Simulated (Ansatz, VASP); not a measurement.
# SiC (Moissanite) in two plane-wave programs, part 3 of 3

One calculation is typed for both programs; each brings its own data sets. How far apart do they land? The cell is taken from a series of runs on this material, whose earlier steps may have relaxed, scaled, displaced or heated it; both programs get it as it stands.

VASP 6.6.1 and Ansatz 0.2.0.

So far: The structure; Ansatz: zone-centre phonons, PBE; VASP: zone-centre phonons, PBE.

## Step 3: VASP: zone-centre phonons, PBE (continued)

Level of this step: PBE; plane waves and PAW (Si, C) (VASP).

Numbers of over 12 decimals in the logs are rounded to 6 here.

From OUTCAR (step 3):

```text
ion  position               nearest neighbor table
   1  0.333  0.667  0.005-   4 1.88   4 1.88   4 1.88   3 1.90   2 3.09   2 3.09   2 3.09   2 3.09
                             2 3.09   2 3.09
   2  0.667  0.333  0.505-   3 1.88   3 1.88   3 1.88   4 1.90   1 3.09   1 3.09   1 3.09   1 3.09
                             1 3.09   1 3.09
   3  0.333  0.667  0.380-   2 1.88   2 1.88   2 1.88   1 1.90
   4  0.667  0.333  0.880-   1 1.88   1 1.88   1 1.88   2 1.90

  LATTYP: Found a hexagonal cell.
 ALAT       =     3.0760000000
 C/A-ratio  =     1.6410923277

 Subroutine GETGRP returns: Found 12 space group operations
 (whereof  6 operations were pure point group operations)

The static configuration has the point symmetry C_3v.
 The point group associated with its full space group is C_6v.

 Found     48 irreducible k-points:

   k-points           NKPTS =     48   k-points in BZ     NKDIM =     48   number of bands    NBANDS=     14

   dimension x,y,z NGX =    28 NGY =   28 NGZ =   40
   dimension x,y,z NGXF=    56 NGYF=   56 NGZF=   80

   ENCUT  =  600.0 eV  44.10 Ry    6.64 a.u.   6.14  6.14 10.08*2*pi/ulx,y,z

   NELECT =      16.0000    total number of electrons

 k-points in reciprocal lattice and weights: Automatic mesh
   0.00000000  0.00000000  0.00000000       0.002
   0.11111111  0.00000000  0.00000000       0.012
   0.22222222 -0.00000000  0.00000000       0.012
   0.33333333 -0.00000000  0.00000000       0.012
   0.44444444 -0.00000000  0.00000000       0.012
   0.11111111  0.11111111  0.00000000       0.012
   0.22222222  0.11111111  0.00000000       0.025
   0.33333333  0.11111111  0.00000000       0.025
   0.44444444  0.11111111  0.00000000       0.012
[...]
0.33333333  0.22222222  0.50000000       0.025
   0.33333333  0.33333333  0.50000000       0.004

 average (electrostatic) potential at core
       1 -80.3733       2 -80.3733       3 -44.7610       4 -44.7610

 POSITION                                       TOTAL-FORCE (eV/Angst)
 -----------------------------------------------------------------------------------
      0.00000      1.77593      0.02319        -0.000000      0.000000     -0.000302
      1.53800      0.88796      2.54719         0.000000      0.000000     -0.000302
      0.00000      1.77593      1.92029        -0.000000     -0.000000      0.000302
      1.53800      0.88796      4.44429         0.000000      0.000000      0.000302
 -----------------------------------------------------------------------------------
    total drift:                               -0.000000     -0.000000     -0.000124

 MACROSCOPIC STATIC DIELECTRIC TENSOR (including local field effects in DFT)
 ------------------------------------------------------
           6.962579     0.000000     0.000000
           0.000000     6.962579     0.000000
           0.000000    -0.000000     7.282954
 ------------------------------------------------------

 PIEZOELECTRIC TENSOR (including local field effects)  for field in x, y, z        (C/m^2)
          XX          YY          ZZ          XY          YZ          ZX
  --------------------------------------------------------------------------------
  x     0.00000     0.00000     0.00000     0.00000     0.00000     0.59299
  y     0.00000    -0.00000    -0.00000     0.00000     0.59299     0.00000
  z     0.47271     0.47271    -0.81563     0.00000     0.00000     0.00000

 BORN EFFECTIVE CHARGES (including local field effects) (in |e|, cummulative output)
 ---------------------------------------------------------------------------------
 ion    1
    1     2.65970    -0.00000    -0.00000
    2     0.00000     2.65970    -0.00000
    3     0.00000     0.00000     2.85797
 ion    2
    1     2.65970     0.00000    -0.00000
    2    -0.00000     2.65970     0.00000
    3     0.00000     0.00000     2.85797
 ion    3
    1    -2.65970    -0.00000     0.00000
    2    -0.00000    -2.65970     0.00000
    3     0.00000     0.00000    -2.85797
 ion    4
    1    -2.65970     0.00000    -0.00000
    2     0.00000    -2.65970     0.00000
    3     0.00000     0.00000    -2.85797

 Eigenvectors and eigenvalues of the dynamical matrix
 ----------------------------------------------------

   1 f  =   24.896222 THz   156.427579 2PiTHz  830.448589 cm-1   102.962456 meV
             X         Y         Z           dx          dy          dz
      0.000000  1.775929  0.023194    -0.000000   -0.000000   -0.005476
      1.538000  0.887965  2.547194    -0.000000   -0.000000    0.005476
      0.000000  1.775929  1.920286     0.000000    0.000000   -0.707086
      1.538000  0.887965  4.444286     0.000000    0.000000    0.707086

   2 f  =   23.751799 THz   149.236952 2PiTHz  792.274721 cm-1    98.229502 meV
             X         Y         Z           dx          dy          dz
      0.000000  1.775929  0.023194     0.386977    0.000005   -0.000000
      1.538000  0.887965  2.547194     0.386977    0.000005   -0.000000
      0.000000  1.775929  1.920286    -0.591818   -0.000008    0.000000
      1.538000  0.887965  4.444286    -0.591818   -0.000008    0.000000

   3 f  =   23.751799 THz   149.236952 2PiTHz  792.274721 cm-1    98.229502 meV
             X         Y         Z           dx          dy          dz
      0.000000  1.775929  0.023194     0.000005   -0.386977    0.000000
      1.538000  0.887965  2.547194     0.000005   -0.386977    0.000000
      0.000000  1.775929  1.920286    -0.000008    0.591818   -0.000000
      1.538000  0.887965  4.444286    -0.000008    0.591818   -0.000000

   4 f  =   22.866939 THz   143.677214 2PiTHz  762.758977 cm-1    94.570018 meV
             X         Y         Z           dx          dy          dz
      0.000000  1.775929  0.023194    -0.000000   -0.000000    0.387022
      1.538000  0.887965  2.547194     0.000000    0.000000    0.387022
      0.000000  1.775929  1.920286    -0.000000   -0.000000   -0.591789
      1.538000  0.887965  4.444286     0.000000    0.000000   -0.591789

   5 f  =   22.732687 THz   142.833688 2PiTHz  758.280832 cm-1    94.014799 meV
             X         Y         Z           dx          dy          dz
      0.000000  1.775929  0.023194    -0.363451   -0.000006   -0.000000
      1.538000  0.887965  2.547194     0.363451    0.000006   -0.000000
      0.000000  1.775929  1.920286    -0.606550   -0.000010    0.000000
      1.538000  0.887965  4.444286     0.606550    0.000010    0.000000

   6 f  =   22.732687 THz   142.833688 2PiTHz  758.280832 cm-1    94.014799 meV
             X         Y         Z           dx          dy          dz
      0.000000  1.775929  0.023194     0.000006   -0.363451   -0.000000
      1.538000  0.887965  2.547194    -0.000006    0.363451   -0.000000
      0.000000  1.775929  1.920286     0.000010   -0.606550    0.000000
      1.538000  0.887965  4.444286    -0.000010    0.606550    0.000000

   7 f  =   17.772828 THz   111.669970 2PiTHz  592.837719 cm-1    73.502476 meV
             X         Y         Z           dx          dy          dz
      0.000000  1.775929  0.023194    -0.000000    0.000000   -0.707086
      1.538000  0.887965  2.547194     0.000000   -0.000000    0.707086
      0.000000  1.775929  1.920286    -0.000000    0.000000    0.005476
      1.538000  0.887965  4.444286     0.000000   -0.000000   -0.005476

   8 f  =    7.694705 THz    48.347256 2PiTHz  256.667724 cm-1    31.822728 meV
             X         Y         Z           dx          dy          dz
      0.000000  1.775929  0.023194     0.606550    0.000026   -0.000000
      1.538000  0.887965  2.547194    -0.606550   -0.000026   -0.000000
      0.000000  1.775929  1.920286    -0.363451   -0.000015   -0.000000
      1.538000  0.887965  4.444286     0.363451    0.000015   -0.000000

   9 f  =    7.694705 THz    48.347256 2PiTHz  256.667724 cm-1    31.822728 meV
             X         Y         Z           dx          dy          dz
      0.000000  1.775929  0.023194    -0.000026    0.606550   -0.000000
      1.538000  0.887965  2.547194     0.000026   -0.606550   -0.000000
      0.000000  1.775929  1.920286     0.000015   -0.363451   -0.000000
      1.538000  0.887965  4.444286    -0.000015    0.363451   -0.000000

  10 f/i=    0.000388 THz     0.002441 2PiTHz    0.012958 cm-1     0.001607 meV
             X         Y         Z           dx          dy          dz
      0.000000  1.775929  0.023194    -0.000000   -0.000000   -0.591789
      1.538000  0.887965  2.547194    -0.000000   -0.000000   -0.591789
      0.000000  1.775929  1.920286    -0.000000   -0.000000   -0.387022
      1.538000  0.887965  4.444286    -0.000000   -0.000000   -0.387022

  11 f/i=    0.001372 THz     0.008622 2PiTHz    0.045772 cm-1     0.005675 meV
             X         Y         Z           dx          dy          dz
      0.000000  1.775929  0.023194    -0.391222    0.444065   -0.000000
      1.538000  0.887965  2.547194    -0.391222    0.444065   -0.000000
      0.000000  1.775929  1.920286    -0.255812    0.290365   -0.000000
      1.538000  0.887965  4.444286    -0.255812    0.290365   -0.000000

  12 f/i=    0.001372 THz     0.008622 2PiTHz    0.045772 cm-1     0.005675 meV
             X         Y         Z           dx          dy          dz
      0.000000  1.775929  0.023194    -0.444065   -0.391222    0.000000
      1.538000  0.887965  2.547194    -0.444065   -0.391222    0.000000
      0.000000  1.775929  1.920286    -0.290365   -0.255812    0.000000
      1.538000  0.887965  4.444286    -0.290365   -0.255812    0.000000

 MACROSCOPIC STATIC DIELECTRIC TENSOR IONIC CONTRIBUTION
 ------------------------------------------------------
           3.187244     0.000000     0.000000
           0.000000     3.187244     0.000000
           0.000000     0.000000     3.970235
 ------------------------------------------------------

 ELASTIC MODULI CONTR FROM IONIC RELAXATION (kBar)
 Direction    XX          YY          ZZ          XY          YZ          ZX
 --------------------------------------------------------------------------------
 XX        -478.3035    252.8421    214.0726      0.0000     -0.0000      0.0000
 YY         252.8421   -478.3035    214.0726     -0.0000      0.0000     -0.0000
 ZZ         214.0726    214.0726   -406.5181      0.0000      0.0000      0.0000
 XY           0.0000     -0.0000      0.0000   -365.5728      0.0000     -0.0000
 YZ          -0.0000      0.0000      0.0000      0.0000   -122.5933     -0.0000
 ZX           0.0000     -0.0000      0.0000      0.0000     -0.0000   -131.2019
 --------------------------------------------------------------------------------

 PIEZOELECTRIC TENSOR IONIC CONTR  for field in x, y, z        (C/m^2)
          XX          YY          ZZ          XY          YZ          ZX
  --------------------------------------------------------------------------------
  x     0.00000    -0.00000     0.00000    -0.00000    -0.00000    -0.60849
  y    -0.00000    -0.00000     0.00000     0.00000    -0.58818    -0.00000
  z    -0.62951    -0.62951     1.19542    -0.00000    -0.00000    -0.00000
```

## Step 4: Comparison

Known differences besides the potentials themselves: fixed occupations in Ansatz, narrow Gaussian smearing in VASP; VASP's response is taken on the typed mesh, Ansatz refines its own for the field response alone; the cutoff is 420 eV in Ansatz and 600 eV in VASP. Total energies have different zeros and are not compared.

Compared:

```
                                     quantity  Ansatz   VASP  difference
                                        ε∞ xx    6.91   6.96     -0.75 %
                                        ε∞ yy    6.91   6.96     -0.75 %
                                        ε∞ zz    7.28   7.28     -0.02 %
Born charge of Si1 (mean of the diagonal) (e)    2.74   2.73       +0.02
 Born charge of C3 (mean of the diagonal) (e)   -2.74  -2.73       -0.02
                   optical mode 1 to 2 (cm⁻¹)   256.2  256.7     -0.19 %
                        optical mode 3 (cm⁻¹)   593.1  592.8     +0.05 %
                   optical mode 4 to 5 (cm⁻¹)   758.1  758.3     -0.02 %
                        optical mode 6 (cm⁻¹)   762.9  762.8     +0.01 %
                   optical mode 7 to 8 (cm⁻¹)   792.1  792.3     -0.02 %
                        optical mode 9 (cm⁻¹)   829.5  830.4     -0.11 %
```

Modes are paired by rising frequency, not by their patterns, so a pair may set unlike modes beside each other; they are those without the splitting of longitudinal modes.

## Step 5: What came out

* r.m.s. difference of the optical zone-centre modes, each program's sorted by frequency (zone-centre phonons, PBE): 0.42 cm⁻¹
* difference in ε∞ xx (zone-centre phonons, PBE): -0.7 %

**Reading.** The r.m.s. difference of the optical zone-centre modes, each program's sorted by frequency is 0.42 cm⁻¹ (zone-centre phonons, PBE). Among the rows given in per cent, the largest difference of the zone-centre phonons, PBE pair is in ε∞ xx, -0.7 %. How closely two codes agree says nothing of how well the functional describes the real material.

[Lines on the potential files, build, host, timing and source positions are cut from VASP's logs without a mark.]

[Logs are printed without paths, hosts, clocks, repeated set-up lines and the standing remarks that a program may print on its own settings, such as how far it seeks lower states.]

[Hosts, paths, dates, database ids (printed as entryN), source tags and the programs' standing remarks are cut or masked in the printed files.]
